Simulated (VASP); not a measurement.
```
CELL_PARAMETERS angstrom
      4.82100     0.00000     0.00000
     -2.41050     4.17511     0.00000
      0.00000     0.00000     7.51184
ATOMIC_POSITIONS crystal
  Lu 0.33333 0.66667 0.24670
  Lu 0.66667 0.33333 0.75330
  Te 0.00000 0.00000 0.00000
  Te 0.33333 0.66667 0.64700
  Te 0.66667 0.33333 0.35300
```

These are PBE GGA, VASP's PBE PAW potentials (set 64) (plane waves; VASP) values and carry that method's errors. Numerical set-up: 300 eV cut-off, 3×3×2 Γ-centred mesh, Fermi-Dirac smearing of 0.050 eV, potentials Lu_3 Te.

At this cut-off the stress carries a Pulay error, which pulls relaxed volumes low.

Give the force on each atom (eV/Å).

| atom | Fx | Fy | Fz |
|---|---|---|---|
| Lu1 | 0.000 | 0.000 | -0.745 |
| Lu2 | 0.000 | 0.000 | 0.745 |
| Te3 | 0.000 | 0.000 | 0.000 |
| Te4 | 0.000 | 0.000 | -0.065 |
| Te5 | 0.000 | 0.000 | 0.065 |

Give the stress tensor in GPa (positive for a compressed cell).

```
3.94  0.00  0.00
0.00  3.94  0.00
0.00  0.00  5.89
```
The pressure is its mean diagonal, 4.59 GPa.

The structure was generated: Lu2Te3 was put into an ordered model structure, which need not be its known phase. The cell was not relaxed at this level. The k-mesh is coarse (spacing up to 0.50 per Å, 2π included), so the numbers may not be converged in it.
